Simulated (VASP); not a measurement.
```xyz
5
Lattice="4.4349 0.0000 0.0000 -2.2174 3.8407 0.0000 0.0000 0.0000 24.6478" Properties=species:S:1:pos:R:3 pbc="T T T"
Bi     0.0000     2.5605    10.2748
Bi     0.0000     0.0000    14.3730
Te     0.0000     0.0000     8.5618
Te     2.2174     1.2802    12.3239
Te     0.0000     2.5605    16.0860
```

All values below come from HSE06 screened hybrid (exact exchange on a k-mesh reduced by 3x3x1), VASP's PBE PAW potentials (set 64) (plane waves; VASP 6.6.1). Numerical set-up: PREC = Normal, EDIFF = 1E-5, 400 eV cut-off, 12×12×1 Γ-centred mesh, Gaussian smearing of 0.050 eV, potentials Bi_d Te.

Exact exchange is summed on a reduced mesh (NKRED).

### Question
What does the run give for the energy per atom (σ→0), largest force?

### Answer

```
Item                            Value
---------------------  --------------
energy per atom (σ→0)  -4.469 eV/atom
largest force              0.288 eV/Å
```

The absolute energy has meaning only against runs of the same code, potentials and settings.

The cell is a sheet with vacuum, built from Bi2Te3 (tetradymite). The cell's shape comes from a PBE relaxation.
